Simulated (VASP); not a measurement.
Consider the following.

```yaml
crystal:
  lattice:
    - [2.82053, 0.00000, 0.00000]
    - [0.00000, 2.82053, 0.00000]
    - [0.00000, 0.00000, 2.82053]
  atoms:
    - { symbol: Al, position: [0.50000, 0.50000, 0.51773] }
    - { symbol: Co, position: [0.00000, 0.00000, 0.00000] }
```

All values below come from r2SCAN meta-GGA, VASP's PBE PAW potentials (set 64) (plane waves; VASP 6.6.1). Settings: 480 eV cut-off, 12×12×12 Γ-centred mesh, first-order Methfessel-Paxton smearing of 0.10 eV, potentials Al Co.

### Question
Which forces act on the atoms, in eV/Å?

### Answer

```json
[
 {"atom": "Al1", "Fx": "0.000", "Fy": "0.000", "Fz": "-0.419"},
 {"atom": "Co2", "Fx": "0.000", "Fy": "0.000", "Fz": "0.419"}
]
```

### Question
Give the stress tensor in GPa (positive for a compressed cell).

### Answer

```
0.47  0.00  0.00
0.00  0.47  0.00
0.00  0.00  0.32
```
The pressure is its mean diagonal, 0.42 GPa.

The compound is CoAl in the CsCl type structure. This cell was strained or had an atom moved on purpose. The run is not spin-polarised, so no magnetic state was tried.
